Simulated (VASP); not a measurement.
Energy against volume of ZrC (rock salt). Computed with optB86b-vdW, VASP's PBE PAW potentials (set 64) (plane waves; VASP). Numerical set-up: 520 eV cut-off, 13×13×13 Γ-centred mesh, first-order Methfessel-Paxton smearing of 0.10 eV, potentials Zr_sv C.

| V (Å³/atom) | E (eV/atom) |
|---|---|
| 12.172 | -8.02166 |
| 12.560 | -8.04993 |
| 12.948 | -8.05879 |
| 13.337 | -8.05097 |

Q: Fit these four points and predict the energy of the run at 13.725 Å³/atom.

A: A cubic in V^(−2/3), the third-order Birch-Murnaghan form, passes through the four points with V0 = 12.95 Å³/atom and B0 = 229 GPa, and gives -8.0288 eV/atom there. The run gave -8.0288 eV/atom, +0.1 meV/atom from the fit; all five points give B0 = 229 GPa.

The compound is ZrC in the rock salt structure. It was relaxed first.
